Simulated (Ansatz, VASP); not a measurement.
**Two plane-wave programs on CsLiCr2Te2S3**

```
CELL_PARAMETERS angstrom
3.42162 -5.18069 0.00784
3.42162 5.18069 0.00784
-2.90411 0.00000 7.43093
ATOMIC_POSITIONS crystal
Cs 0.09374 0.09374 0.00853
Li 0.58875 0.58875 0.55336
Cr 0.05646 0.46755 0.55790
Cr 0.46755 0.05646 0.55790
Te 0.56486 0.87357 0.29035
Te 0.87357 0.56486 0.29035
S 0.81151 0.39697 0.73347
S 0.39697 0.81151 0.73347
S 0.21404 0.21404 0.48371
```

The cell was built by a generator and needn't be a form met in nature.

Alike in both runs: task electric field gradients; functional PBE; k mesh 5 × 5 × 4; occupations fermi-dirac, width 0.05 eV; collinear spin, ferromagnetic start.

|  | VASP | Ansatz |
| --- | --- | --- |
| version | VASP 6.6.1 | Ansatz 0.2.0 |
| potentials or method | VASP PAW PBE potentials, release 64 (Cs_sv, Li_sv, Cr_pv, Te, S) | Ansatz PAW |
| plane-wave cutoff (eV) | 520 | 420 |
| valence electrons in the cell | 66 | 90 |

Ansatz gave:

* gap on the k mesh at the Fermi level (eV): none
* rms of the force components (eV/Å): 0.005
* net moment per atom (μB): 0.45
* size of the moment on the site where the two differ most (μB): 2.02
* Vzz of the field gradient on the site that differs most (V/Å²): 23.2

Q: Estimate VASP's values.

A: gap on the k mesh at the Fermi level (eV): none; rms of the force components (eV/Å): 0.005; net moment per atom (μB): 0.45; size of the moment on the site where the two differ most (μB): 2.27; Vzz of the field gradient on the site that differs most (V/Å²): -23.0.

Site moments also hang on the region over which each program counts them. Atom by atom the forces differ by 0.003 eV/Å (rms over components). A gap of «none» marks a metal or a gap that the smearing closes. One of these differences is far larger than is usual between the two programs; its cause wasn't traced. The functional is the same, so the differences come from potentials, cutoffs and numerics. The two sets of potentials don't hold the same shells in valence.

Caveats: only a ferromagnetic start was run, and an antiferromagnetic order may lie lower in energy. With open d or f shells a metallic result of PBE can be an artefact of self-interaction; +U or a hybrid may open a gap. Spin-orbit coupling is left out, which matters for the levels of Cs, Te.
